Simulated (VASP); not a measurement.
Input:

```
CELL_PARAMETERS angstrom
      0.00000     3.55469     3.55469
      3.55469     0.00000     3.55469
      3.55469     3.55469     0.00000
ATOMIC_POSITIONS crystal
  Ca 0.75000 0.75000 0.75000
  Ca 0.25000 0.25000 0.25000
  Ge 0.00000 0.00000 0.00000
```

All values below come from PBEsol GGA, VASP's PBE PAW potentials (set 64) (plane waves; VASP). Run with 400 eV cut-off, Gaussian smearing of 0.050 eV, potentials Ca_sv Ge_d.

### Question
Give the energies of bands 14 to 20 at the high-symmetry points, in eV from the valence-band maximum.

### Answer

| band | Γ | X | U | L | W |
|---|---|---|---|---|---|
| 14 | -7.34 | -6.57 | -6.58 | -6.75 | -6.57 |
| 15 | -0.43 | -2.02 | -1.62 | -2.00 | -1.25 |
| 16 | -0.43 | 0.00 | -0.95 | -0.08 | -1.25 |
| 17 | -0.43 | 0.00 | -0.01 | -0.08 | -0.34 |
| 18 | 1.33 | 0.50 | 0.95 | 2.49 | 1.12 |
| 19 | 1.90 | 1.76 | 2.44 | 2.49 | 2.65 |
| 20 | 1.90 | 2.58 | 2.78 | 2.70 | 2.65 |

The gap is direct, 0.50 eV, from the valence maximum at X to the conduction minimum at X.

The structure comes from a computed database's Ca2Ge entry (Fm-3m); how it stands against other phases isn't given here. It was relaxed first.
